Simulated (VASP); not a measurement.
Energy against volume of TiCo (CsCl type). Method: vdW-DF-cx, VASP's PBE PAW potentials (set 64) (plane waves; VASP). Run with 520 eV cut-off, 12×12×12 Γ-centred mesh, first-order Methfessel-Paxton smearing of 0.10 eV, potentials Ti_sv Co.

```
V (Å³/atom)  E (eV/atom)
-----------  -----------
11.899          -5.38318
12.279          -5.40537
12.658          -5.41183
13.038          -5.40480
```

Fit these four points and predict the energy of the run at 13.418 Å³/atom.

A cubic in V^(−2/3), the third-order Birch-Murnaghan form, passes through the four points with V0 = 12.64 Å³/atom and B0 = 191 GPa, and gives -5.3861 eV/atom there. The run gave -5.3862 eV/atom, -0.1 meV/atom from the fit; all five points give B0 = 190 GPa.

The compound is TiCo in the CsCl type structure. It was relaxed first, which changed the volume by -5 %. The run is not spin-polarised, so no magnetic state was tried.
